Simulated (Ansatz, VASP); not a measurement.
**AgRh: VASP beside Ansatz**

```xyz
2
Lattice="2.7868 0.0000 0.0000 -1.3934 2.4135 0.0000 0.0000 0.0000 4.8246" Properties=species:S:1:pos:R:3 pbc="T T T"
Ag    0.0000    0.0000    2.4123
Rh    1.3934    0.8045    0.0000
```

The cell comes from a database or a generator and needn't be the stable form of this composition.

Alike in both runs: task single point; functional PBE; k mesh 10 × 10 × 5; occupations fermi-dirac, width 0.15 eV; no spin polarisation.

|  | VASP | Ansatz |
| --- | --- | --- |
| version | VASP 6.6.1 | Ansatz 0.2.0 |
| potentials or method | VASP PAW PBE potentials, release 64 (Ag, Rh_pv) | plane waves, PAW |
| plane-wave cutoff (eV) | 520 | 490 |
| valence electrons in the cell | 26 | 36 |

|  | VASP | Ansatz | Ansatz less VASP |
| --- | --- | --- | --- |
| pressure (GPa) | -3.2 | -3.1 | +0.09 |
| largest component of the traceless stress (GPa) | 0.66 | 0.68 | +0.021 |

With one functional, cell and mesh, what is left measures potentials, basis and numerics. The two sets of potentials don't hold the same shells in valence. Ansatz warned: «near_symmetry_operations_not_taken».
